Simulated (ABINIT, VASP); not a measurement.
## HfB: equilibrium volume by level of theory

Symmetry: Fm-3m, No. 225, cubic system. The conventional cell has a = 4.620 Å, b = 4.620 Å, c = 4.620 Å, α = 90.00°, β = 90.00°, γ = 90.00°. Hf (site symmetry m-3m) is surrounded by 6 B at 2.31 Å. B (site symmetry m-3m) is surrounded by 6 Hf at 2.31 Å.

```tsv
rung	level	program and potentials	cutoff (eV)	k mesh	smearing	equilibrium volume (Å³/atom)	notes
LDA	LDA	VASP, LDA PAW files B, Hf_pv, 600 eV	600	10 × 10 × 10	fermi-dirac 0.05	13.46	6.5 valence electrons an atom on average
GGA + dispersion	BLYP+D3(BJ)	VASP, PBE PAW files B, Hf_pv, 600 eV	600	10 × 10 × 10	fermi-dirac 0.05	13.82	potentials made for PBE; 6.5 valence electrons an atom on average
GGA + dispersion	BLYP+D3(zero damping)	VASP, PBE PAW files B, Hf_pv, 600 eV	600	10 × 10 × 10	fermi-dirac 0.05	14.04	potentials made for PBE; 6.5 valence electrons an atom on average
GGA + dispersion	BLYP+D4	VASP, PBE PAW files B, Hf_pv, 600 eV	600	10 × 10 × 10	fermi-dirac 0.05	14.06	potentials made for PBE; 6.5 valence electrons an atom on average
GGA	PBE	VASP, PBE PAW files B, Hf_pv, 600 eV	600	10 × 10 × 10	fermi-dirac 0.05	14.13	6.5 valence electrons an atom on average
GGA	PBEsol	ABINIT, PseudoDojo NC SR PBEsol v0.4.1 standard	1034	8 × 8 × 8	fermi-dirac 0.05	13.78	7.5 valence electrons an atom on average
GGA	PBEsol	VASP, PBE PAW files B, Hf_pv, 600 eV	600	10 × 10 × 10	fermi-dirac 0.05	13.75	potentials made for PBE; 6.5 valence electrons an atom on average
GGA	PW91	VASP, PBE PAW files B, Hf_pv, 600 eV	600	10 × 10 × 10	fermi-dirac 0.05	14.17	potentials made for PBE; 6.5 valence electrons an atom on average
non-local van der Waals functional	optB88-vdW	VASP, PBE PAW files B, Hf_pv, 600 eV	600	10 × 10 × 10	fermi-dirac 0.05	14.14	potentials made for PBE; 6.5 valence electrons an atom on average
non-local van der Waals functional	vdW-DF-cx	VASP, PBE PAW files B, Hf_pv, 600 eV	600	10 × 10 × 10	fermi-dirac 0.05	13.90	potentials made for PBE; 6.5 valence electrons an atom on average
meta-GGA	SCAN	VASP, PBE PAW files B, Hf_pv, 600 eV	600	10 × 10 × 10	fermi-dirac 0.05	13.81	potentials made for PBE; 6.5 valence electrons an atom on average
meta-GGA	r2SCAN	VASP, PBE PAW files B, Hf_pv, 600 eV	600	10 × 10 × 10	fermi-dirac 0.05	14.04	potentials made for PBE; 6.5 valence electrons an atom on average
```

Task: relaxation of cell and atoms. All rows: no spin polarisation. Smearing widths are in eV. For a metal such meshes aren't converged. Meshes differ between rows, which moves values too. Meshes are those of the run's cell of 2 atoms unless a note names another. Relaxations start from the cell shown or near it and stop with a little pressure left. Runs on faulty files, with rough fits or with known faults for this quantity aren't shown. No row holds spin-orbit coupling.

By rung: LDA 13.46; GGA + dispersion 13.82 to 14.06; GGA 13.75 to 14.17; non-local van der Waals functional 13.90 to 14.14; meta-GGA 13.81 to 14.04 (Å³/atom).
